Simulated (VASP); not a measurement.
Input:

```yaml
crystal:
  lattice:
    - [-1.63000, 1.63000, 1.63000]
    - [1.63000, -1.63000, 1.63000]
    - [1.63000, 1.63000, -1.63000]
  atoms:
    - { symbol: Ta, position: [0.00000, 0.00000, 0.00000] }
```

Calculation: LDA (Ceperley-Alder, Perdew-Zunger), VASP's LDA PAW potentials (set 64) (plane waves; VASP). Run with 520 eV cut-off, Gaussian smearing of 0.050 eV, potentials Ta_pv.

Unless said otherwise, spin-orbit coupling is left out, though it shifts the bands of the heavy elements here.

What does the run give for the band gap (along the path) with the smallest direct gap where there is one?

```yaml
band gap (along the path): none (metal, semimetal or under 0.01 eV)
```

Only differences to runs with the same potentials and settings are physical.

The compound is Ta in the bcc structure. It was relaxed first.
